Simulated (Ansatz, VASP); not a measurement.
# SnSe2 in two plane-wave programs

Wanted: the spread between two codes on one cell, functional and k mesh. The cell is generated by rule, not measured, and may not be a known phase. The cell is taken from a series of runs on this material, whose earlier steps may have relaxed, scaled, displaced or heated it; both programs get it as it stands.

Main program and level: Ansatz 0.2.0; plane waves, with VASP 6.6.1 beside it; single point at r2SCAN.

The structure was built from a prototype and need not be the compound's stable phase.

### 1. Starting point

It takes space group Pm (No. 6, monoclinic). The conventional cell has a = 6.484 Å, b = 3.970 Å, c = 6.484 Å, α = 90.00°, β = 90.00°, γ = 90.00°. Nearest to Sn lie 6 Se at 2.66 to 2.84 Å. Sn has 6 Se at 2.65 to 2.83 Å nearest. Nearest to Se lie 3 Sn at 2.67 to 2.79 Å. Se has 3 Sn at 2.65 to 2.84 Å nearest. Nearest to Se lie 3 Sn at 2.67 to 2.80 Å. Nearest to Se lie 3 Sn at 2.66 to 2.83 Å. Farther neighbours and most contacts between anions are not listed.

### 2. VASP: single point, r2SCAN

With cell and atoms fixed, the geometry can't cause a difference; cores, projectors, grids and the points listed under the comparison can.

Lines of VASP's logs that name or quote its potential files are left out, and so is its time.

INCAR

```
SYSTEM = SnSe2
PREC = Accurate
ENCUT = 550
EDIFF = 1E-06
NELM = 120
ISMEAR = 1
SIGMA = 0.2
LREAL = .FALSE.
ALGO = Normal
METAGGA = R2SCAN
LASPH = .TRUE.
NBANDS = 32
LORBIT = 11
LWAVE = .FALSE.
LCHARG = .FALSE.
ISIF = 2
GGA_COMPAT = .FALSE.
LMIXTAU = .TRUE.
KPAR = 2
```

POSCAR

```
SnSe2
1.0
    6.4844249796      0.0000000000      0.0000000000
    0.0000000000      6.4844249796      0.0000000000
    0.0000000000      0.0000000000      3.9702852424
Sn Se
2 4
Direct
    0.0045394070      0.0026722357      0.0000000000
    0.5036762816      0.4997771234      0.5000000000
    0.3049467272      0.3096590116      0.0000000000
    0.6910406357      0.6957529200      0.0000000000
    0.8027844115      0.1885000378      0.5000000000
    0.1888783199      0.8024061294      0.5000000000
```

KPOINTS

```
Automatic mesh
0
Gamma
6 6 12
0 0 0
```

PAW data sets: Sn_d and Se (PBE family, release 64).

Command:

```
mpirun -np 2 vasp_std
```

Numbers of over 12 decimals in the logs are rounded to 6 here.

Output:

```text
[banner, memory and clock lines left out]
running    2 mpi-ranks, on    1 nodes
 distrk:  each k-point on    1 cores,    2 groups
 distr:  one band on    1 cores,    1 groups

 POSCAR found type information on POSCAR SnSe
 POSCAR found :  2 types and       6 ions
|                                                                             |
|               ----> ADVICE to this user running VASP <----                  |
|                                                                             |
|     You enforced a specific xc type in the INCAR file but a different       |
|     [... a line on the potential file left out ...]
|     I HOPE YOU KNOW WHAT YOU ARE DOING!                                     |
|                                                                             |

 LDA part: xc-table for (None), standard interpolation
 POSCAR, INCAR and KPOINTS ok, starting setup
 FFT: planning ... GRIDC
 FFT: planning ... GRID_SOFT
 FFT: planning ... GRID
 WAVECAR not read
 entering main loop
       N       E                     dE             d eps       ncg     rms          rms(c)
DAV:   1     0.432940100288E+03    0.43294E+03   -0.24878E+04  9168   0.194E+03
DAV:   2    -0.380031341213E+02   -0.47094E+03   -0.45834E+03  9272   0.516E+02
DAV:   3    -0.113372288104E+03   -0.75369E+02   -0.73662E+02 10888   0.178E+02
DAV:   4    -0.117272841499E+03   -0.39006E+01   -0.38777E+01 10624   0.436E+01
DAV:   5    -0.117388007539E+03   -0.11517E+00   -0.11511E+00 13400   0.774E+00    0.787E+00
DAV:   6    -0.112117006366E+03    0.52710E+01   -0.36275E+00 12568   0.234E+01    0.528E+00
DAV:   7    -0.106155454288E+03    0.59616E+01   -0.17874E+00 10616   0.710E+00    0.177E+00
DAV:   8    -0.107870980455E+03   -0.17155E+01   -0.14203E+00 10016   0.736E+00    0.107E+00
DAV:   9    -0.107861665742E+03    0.93147E-02   -0.23954E-01  9952   0.305E+00    0.652E-01
DAV:  10    -0.107903026948E+03   -0.41361E-01   -0.34453E-02 10600   0.147E+00    0.341E-01
DAV:  11    -0.108005877231E+03   -0.10285E+00   -0.16397E-01  9216   0.280E+00    0.197E-01
DAV:  12    -0.108011104043E+03   -0.52268E-02   -0.98557E-03 11064   0.583E-01    0.215E-01
DAV:  13    -0.108014828188E+03   -0.37241E-02   -0.58069E-04 10264   0.180E-01    0.157E-01
DAV:  14    -0.108019811630E+03   -0.49834E-02   -0.19690E-03  9784   0.365E-01    0.116E-01
DAV:  15    -0.108023337900E+03   -0.35263E-02   -0.69519E-03  9496   0.679E-01    0.203E-01
DAV:  16    -0.108022929698E+03    0.40820E-03   -0.48345E-04 10888   0.182E-01    0.146E-01
DAV:  17    -0.108023230189E+03   -0.30049E-03   -0.54399E-04 10544   0.179E-01    0.280E-02
DAV:  18    -0.108023372560E+03   -0.14237E-03   -0.13023E-04 10712   0.762E-02    0.864E-03
DAV:  19    -0.108023382932E+03   -0.10372E-04   -0.20543E-05 10352   0.363E-02    0.260E-02
DAV:  20    -0.108023383381E+03   -0.44912E-06   -0.11289E-05  9760   0.285E-02    0.495E-03
DAV:  21    -0.108023383628E+03   -0.24712E-06   -0.24922E-06  8336   0.120E-02
   1 F= -.10802338E+03 E0= -.10802430E+03  d E =0.276354E-02
```

From OUTCAR (step 2):

```text
ion  position               nearest neighbor table
   1  0.005  0.003  0.000-   6 2.66   6 2.66   5 2.67   5 2.67   3 2.79   4 2.84
   2  0.504  0.500  0.500-   4 2.65   4 2.65   3 2.67   3 2.67   5 2.80   6 2.83
   3  0.305  0.310  0.000-   2 2.67   2 2.67   1 2.79
   4  0.691  0.696  0.000-   2 2.65   2 2.65   1 2.84
   5  0.803  0.189  0.500-   1 2.67   1 2.67   2 2.80
   6  0.189  0.802  0.500-   1 2.66   1 2.66   2 2.83

  LATTYP: Found a simple tetragonal cell.
 ALAT       =     6.4844249796
 C/A-ratio  =     0.6122802338

 Subroutine GETGRP returns: Found  2 space group operations
 (whereof  2 operations were pure point group operations)

The static configuration has the point symmetry C_1h.

 Found    140 irreducible k-points:

   k-points           NKPTS =    140   k-points in BZ     NKDIM =    140   number of bands    NBANDS=     32

   dimension x,y,z NGX =    50 NGY =   50 NGZ =   30
   dimension x,y,z NGXF=   100 NGYF=  100 NGZF=   60

   ENCUT  =  550.0 eV  40.42 Ry    6.36 a.u.  12.40 12.40  7.59*2*pi/ulx,y,z

   NELECT =      52.0000    total number of electrons

 k-points in reciprocal lattice and weights: Automatic mesh
   0.00000000  0.00000000  0.00000000       0.002
   0.16666667  0.00000000  0.00000000       0.005
   0.00000000  0.16666667  0.00000000       0.005
   0.33333333  0.00000000  0.00000000       0.005
   0.00000000  0.33333333  0.00000000       0.005
   0.50000000  0.00000000  0.00000000       0.002
   0.00000000  0.50000000  0.00000000       0.002
   0.16666667  0.16666667  0.00000000       0.005
  -0.16666667  0.16666667  0.00000000       0.005
[...]
-0.33333333  0.50000000  0.50000000       0.005
   0.50000000  0.50000000  0.50000000       0.002

 average (electrostatic) potential at core
       1-109.4793       2-109.4797       3 -58.6392       4 -58.6146       5 -58.6334
       6 -58.6201

 E-fermi :   3.5481

 k-point     1 :       0.0000    0.0000    0.0000
  band No.  band energies     occupation
    ...
     22       2.3441      2.00000
     23       2.4429      2.00000
     24       2.4459      2.00000
     25       3.0892      2.00552
     26       3.0923      2.00587
     27       3.8166     -0.06729
     28       5.1313     -0.00000
     29       6.4080     -0.00000
     30       6.4090     -0.00000
     31       7.4157     -0.00000
    ...

 k-point     2 :       0.1667    0.0000    0.0000
  band No.  band energies     occupation
    ...
     22       1.9650      2.00000
     23       2.4652      2.00000
     24       2.5020      2.00000
     25       3.0813      2.00471
     26       3.2261      2.04518
     27       3.6690      0.15608
     28       5.0834     -0.00000
     29       6.4595     -0.00000
     30       6.5897     -0.00000
     31       7.5472     -0.00000
    ...

 k-point     3 :       0.0000    0.1667    0.0000
  band No.  band energies     occupation
    ...
     22       1.9647      2.00000
     23       2.4603      2.00000
     24       2.5065      2.00000
     25       3.0774      2.00435
     26       3.2292      2.04663
     27       3.6686      0.15793
     28       5.0849     -0.00000
     29       6.4499     -0.00000
     30       6.5988     -0.00000
     31       7.5470     -0.00000
    ...

  Total       -0.0029170     -0.0111561      0.0161495      0.0331371      0.0000000      0.0000000
  in kB       -0.0279949     -0.1070680      0.1549907      0.3180244      0.0000000      0.0000000
  external PRESSURE =       0.0066426 kB  Pullay stress =       0.0000000 kB

  energy-cutoff  :      550.00
  volume of cell :      166.94
      direct lattice vectors                 reciprocal lattice vectors
     6.484424980  0.000000000  0.000000000     0.154215679  0.000000000  0.000000000
     0.000000000  6.484424980  0.000000000     0.000000000  0.154215679  0.000000000
     0.000000000  0.000000000  3.970285242     0.000000000  0.000000000  0.251871072

 POSITION                                       TOTAL-FORCE (eV/Angst)
 -----------------------------------------------------------------------------------
      0.02944      0.01733      0.00000         0.041890      0.025319      0.000000
      3.26605      3.24077      1.98514         0.035513     -0.002661      0.000000
      1.97740      2.00796      0.00000        -0.013192      0.017180      0.000000
      4.48100      4.51156      0.00000        -0.012040      0.017198      0.000000
      5.20560      1.22231      1.98514        -0.026661     -0.028522      0.000000
      1.22477      5.20314      1.98514        -0.025511     -0.028514      0.000000
 -----------------------------------------------------------------------------------
    total drift:                                0.002446      0.001491      0.000003

  FREE ENERGIE OF THE ION-ELECTRON SYSTEM (eV)
  ---------------------------------------------------
  free  energy   TOTEN  =      -108.0233836284 eV

  energy  without entropy=     -108.0261471648  energy(sigma->0) =     -108.02430481

 total charge
# of ion       s       p       d       tot
------------------------------------------
    1        1.051   0.987  10.091  12.130
    2        1.051   0.987  10.091  12.130
    3        1.470   2.376   0.023   3.869
    4        1.471   2.372   0.023   3.867
    5        1.470   2.374   0.023   3.868
    6        1.471   2.372   0.023   3.867
--------------------------------------------------
tot          7.986  11.469  20.275  39.730

[... 3 further parts left out ...]
```

The run ends at a pressure of 0.00 GPa, with forces up to 0.049 eV/Å.

### 3. Ansatz: single point, r2SCAN

Ansatz runs on its default PAW (the set named soft_2) files.

The same cell, functional, mesh and smearing now go to Ansatz, which takes its cutoff from its data sets.

input.yaml

```yaml
crystal:
  lattice:
    - [6.4844249796, 0.0, 0.0]
    - [0.0, 6.4844249796, 0.0]
    - [0.0, 0.0, 3.9702852424]
  atoms:
    - { symbol: Sn, position: [0.004539407, 0.0026722357, 0.0] }
    - { symbol: Sn, position: [0.5036762816, 0.4997771234, 0.5] }
    - { symbol: Se, position: [0.3049467272, 0.3096590116, 0.0] }
    - { symbol: Se, position: [0.6910406357, 0.69575292, 0.0] }
    - { symbol: Se, position: [0.8027844115, 0.1885000378, 0.5] }
    - { symbol: Se, position: [0.1888783199, 0.8024061294, 0.5] }
kpoints:
  mp_grid: { grid: [6, 6, 12] }
hamiltonian:
  xc: r2scan
scf:
  occupations: { method: methfessel_paxton, width: 0.2 }
output:
  forces: true
  stress: true
  eigenvalues: true
```

Command:

```
ansatz run input.yaml --threads 8 --pin off --max-ram 14336MiB --backend cpu --events-out ev --progress --plain --runs-dir out
```

Output:

```text
Engine: ansatz 0.2.0, aarch64-unknown-linux-gnu
Pseudopotentials: kind: paw
Pseudopotential: Sn, paw, valence charge 14, recommended cutoff 500 eV (meta_gga), Sn.paw.azcp
Pseudopotential: Se, paw, valence charge 16, recommended cutoff 500 eV (meta_gga), Se.paw.azcp
Functional definition: r2SCAN
  parameter k0 = 0.174
  parameter k1 = 0.065
  parameter a1 = 4.9479
  exchange = r2scan_x(k0 = k0, k1 = k1, a1 = a1)
  correlation = r2scan_c
Crystal: 6 atoms, lattice volume = 166.942 Å³
Basis set: ecut = 500 eV, 4235 PW (Γ), exchange–correlation on 192×192×120 points (64 copies of the dense FFT grid, shifted against one another)
Bands: 56, of which v1, the nominal top of the filled ones, is band 46 counted from 1 (45 counted from 0)
Symmetry: 2 space group operations
Space group: Pm (ITA 6), of the structure as read, at distance tolerance 5.5e-5 Å
k-points: 140 of 432 (time reversal used)
Non-local potential: Sn, projectors of the file, l = 0: 2, l = 1: 2, l = 2: 2, l = 3: 2
Non-local potential: Se, projectors of the file, l = 0: 2, l = 1: 2, l = 2: 3, l = 3: 1
PAW form: soft (Blöchl's): semilocal exchange-correlation on the pseudo side does not see the compensation charge
PAW frozen core: Sn, regenerated for the run's functional (the file was generated under x = pbe(κ = 0.804, μ = 0.219515), c = pbe(β = 0.066725))
PAW frozen core: Se, regenerated for the run's functional (the file was generated under x = pbe(κ = 0.804, μ = 0.219515), c = pbe(β = 0.066725))
PAW one-centre angular grid: Sn, 590 points (default); XC on 249 of its mesh's 2787 points in the sphere
PAW one-centre angular grid: Se, 590 points (default); XC on 160 Gauss nodes
Initial density: superposition of atomic densities (neutral atoms: chi_scale 0, normalization atom), corrected by the library's trained network
Initial wavefunctions: pseudopotential atomic-orbital guess
Functional: x = r2scan, c = r2scan; τ floored in thin density (d = 2e-4 eV/Å³)
SCF iter   1: F=—  HF=-33991.081033 eV  |F-HF|=—  |Δ(HF+E_count)|=         —  Δρ=6.94e-3  dr2=1.06e-1  dr2_τ=1.58e-2  ethr=1.77e-3  ⟨swp⟩=7.1  Hψ=30587  notcnv=0
preconditioner: auto → Kerker (q_TF=auto, 2.470 Å⁻¹)  [metal: Δε(μ)=0.074 eV  Ē_g=10.493 eV  σ=0.200 eV  W_gap=0.31  n_scr=38 (ndim 8)  ℏωp=16.3 eV  f_vac=0.109  D(μ)=0.72/eV (n_scr^D=0)]
SCF iter   2: F=—  HF=-33991.097094 eV  |F-HF|=—  |Δ(HF+E_count)|=   1.61e-2  S|Δr|=    0.00e0  Δρ=4.09e-3  dr2=4.36e-2  dr2_τ=2.52e-4  ethr=1.15e-4  ⟨swp⟩=3.0  Hψ=15971  notcnv=0  defer=47
SCF iter   3: F=—  HF=-33991.090003 eV  |F-HF|=—  |Δ(HF+E_count)|=   7.09e-3  S|Δr|=    0.00e0  Δρ=1.26e-3  dr2=6.14e-3  dr2_τ=3.49e-5  ethr=4.74e-5  ⟨swp⟩=2.1  Hψ=8692  notcnv=0  defer=47
SCF iter   4: F=—  HF=-33991.088666 eV  |F-HF|=—  |Δ(HF+E_count)|=   1.34e-3  S|Δr|=    0.00e0  Δρ=5.16e-4  dr2=1.03e-3  dr2_τ=6.80e-6  ethr=6.68e-6  ⟨swp⟩=3.0  Hψ=14230  notcnv=0  defer=47
SCF iter   5: F=—  HF=-33991.088599 eV  |F-HF|=—  |Δ(HF+E_count)|=   6.64e-5  S|Δr|=    0.00e0  Δρ=2.08e-4  dr2=2.46e-4  dr2_τ=1.35e-6  ethr=1.12e-6  ⟨swp⟩=2.0  Hψ=9017  notcnv=0  defer=47
SCF iter   6: F=—  HF=-33991.088607 eV  |F-HF|=—  |Δ(HF+E_count)|=   7.76e-6  S|Δr|=    0.00e0  Δρ=1.23e-4  dr2=3.71e-5  dr2_τ=5.86e-7  ethr=2.67e-7  ⟨swp⟩=2.0  Hψ=11010  notcnv=0  defer=47
SCF iter   7: F=—  HF=-33991.088640 eV  |F-HF|=—  |Δ(HF+E_count)|=   3.29e-5  S|Δr|=    0.00e0  Δρ=5.11e-5  dr2=5.50e-6  dr2_τ=7.20e-8  ethr=4.03e-8  ⟨swp⟩=2.0  Hψ=11008  notcnv=0  defer=67
SCF iter   8: F=—  HF=-33991.088643 eV  |F-HF|=—  |Δ(HF+E_count)|=   3.10e-6  S|Δr|=    0.00e0  Δρ=1.06e-5  dr2=2.79e-7  dr2_τ=8.05e-9  ethr=5.98e-9  ⟨swp⟩=2.0  Hψ=12972  notcnv=0  defer=69
SCF iter   9: F=-33991.088643 eV  HF=-33991.088643 eV  |F-HF|=4.60e-8  |Δ(HF+E_count)|=   5.24e-8  S|Δr|=    0.00e0  Δρ=5.82e-6  dr2=8.76e-8  dr2_τ=3.05e-9  ethr=1.09e-10  ⟨swp⟩=10.9  Hψ=36993  notcnv=0
SCF 1 converged in 9 iterations: F = -33991.088643 eV  dr2 = 8.76e-8
  greatest PAW one-centre occupation: 1.000 electrons in one spin orbital (limit 2), on the Se atom at site 2 (counted from 0), in its partial waves of l = 2
SCF converged after 9 iterations
Stability not checked: this state was not tested for a lower state beside it, because cold or Methfessel-Paxton smearing, or corrected tetrahedra, fill the levels in a way that the test cannot read (fill_not_monotonic; see scf.lower_state_search)
Free energy (F): -33991.088643 eV
Harris-Foulkes:  -33991.088643 eV  (|F-HF|=4.60e-8)
Internal energy: -33991.091388 eV  (E = F + TS)
E sigma→0 (E₀):  -33991.089329 eV
Entropy (-TS):   0.002746 eV (0.458 meV/atom)
Fermi energy:    7.198130 eV
--- Per-component energies (eV) ---
  E_band       = -1893.346813
  E_kinetic    = 847.169719
  E_local      = -12456.506757  (includes V_loc(G=0)·N_el)
  E_nonlocal   = -2444.740072
  E_hartree    = 6334.138079
  E_xc         = -1138.435984
  E_vxc        = -626.360043  (∫ρ·V_xc dr)
  E_paw        = -16028.015953  (= ΣΔE_a)
  E_vpaw       = 85.404253  (= ΣTr[D̂ρ^β])
  E_aug_tail   = -0.000840  (compensation charges beyond the density's cutoff)
  E_vtau       = 33.420683  (kinetic-family band-sum trace: ∫τ·v_τ [+ j·A + Jᵃ·Aᵃ] dr)
  E_ewald      = -9099.111140
  E_core_change = -5.588441  (= ΣΔE_core)
  E_smearing   = 0.002746  (= −TS)
  E_closure    = 0.000000  (closes the sum)
  Σ components = -33991.088643   (vs F -33991.088643, Δ=0.00e0)
--- Forces (eV/Å), atoms counted from 1 ---
  atom   1  Sn     0.04217182     0.02411259     0.00000000
  atom   2  Sn     0.03460282    -0.00216949     0.00000000
  atom   3  Se    -0.00997536     0.02025517     0.00000000
  atom   4  Se    -0.01508957     0.01394620     0.00000000
  atom   5  Se    -0.02327077    -0.03124296     0.00000000
  atom   6  Se    -0.02842607    -0.02489736     0.00000000
  max |Σ_I F_I| component: 1.29e-5 eV/Å
--- Stress (GPa, compression-positive) ---
       -0.005754       0.031842       0.000000
        0.031842      -0.008568       0.000000
        0.000000       0.000000      -0.023029
  P = ⅓ Tr σ = -0.0125 GPa (-0.125 kbar)
--- Band table (eV; the first three rows and the last of 140) ---
  k-point 0: bands = [... 42 lower, 6.0963, 6.0992, 6.7399, 6.7430, 7.4655, 8.7834, 10.0579, 10.0589, ... 6 higher]
  k-point 1: bands = [... 42 lower, 5.6951, 6.6865, 6.7904, 6.7943, 7.4117, 9.0812, 10.4229, 10.4245, ... 6 higher]
  k-point 2: bands = [... 42 lower, 4.9386, 6.7445, 6.7477, 7.2482, 7.3970, 9.6717, 10.9796, 11.1716, ... 6 higher]
  k-point 139: bands = [... 42 lower, 6.1338, 6.1357, 6.4190, 6.4191, 7.6814, 7.6826, 11.9199, 11.9281, ... 6 higher]
```

Reading the cycles: dr2 is the Hartree energy of the density residual (eV), the measure of convergence; HF is the Harris–Foulkes estimate of the energy, which meets the free energy F at convergence.

The run ends at a pressure of -0.01 GPa, with forces up to 0.049 eV/Å.

### 4. Differences

Known differences besides the potentials themselves: VASP keeps PBE cores, Ansatz makes them for the functional; the data sets hold 92 valence electrons in Ansatz (on its default PAW (the set named soft_2) files) and 52 in VASP; the cutoff is 500 eV in Ansatz and 550 eV in VASP. Total energies have different zeros and are not compared.

The two programs side by side:

```csv
quantity,Ansatz,VASP,difference
pressure (GPa),-0.01,0.00,-0.01
```

Forces (eV/Å; atoms numbered as in POSCAR):

```csv
atom,"Ansatz x, y, z","VASP x, y, z"
Sn1,"0.042, 0.024, 0.000","0.042, 0.025, 0.000"
Sn2,"0.035, -0.002, 0.000","0.036, -0.003, 0.000"
Se3,"-0.010, 0.020, 0.000","-0.013, 0.017, 0.000"
Se4,"-0.015, 0.014, 0.000","-0.012, 0.017, 0.000"
Se5,"-0.023, -0.031, 0.000","-0.027, -0.029, 0.000"
Se6,"-0.028, -0.025, 0.000","-0.026, -0.029, 0.000"
```

The forces differ by 2.1 meV/Å r.m.s., which is 10.4 % of the r.m.s. force of 0.021 eV/Å (both taken over all components).

### 5. Summary of results

```json
{
 "difference in pressure (single point, r2SCAN)": "-0.013 GPa"
}
```

In words: The difference in pressure is -0.013 GPa (single point, r2SCAN), within the 1 GPa picked in this series as the mark of a large difference. The data sets hold unlike numbers of valence electrons (92 in Ansatz and 52 in VASP), so part of the differences comes from the potentials. Such differences can come from data sets, numerical settings and the points named under the comparisons, not from the functional's error against experiment.

[Lines on the potential files, build, host, timing and source positions are cut from VASP's logs without a mark.]

[Logs are printed without paths, hosts, clocks, repeated set-up lines and the standing remarks that a program may print on its own settings, such as how far it seeks lower states.]

[Hosts, paths, dates, database ids (printed as entryN), source tags and the programs' standing remarks are cut or masked in the printed files.]
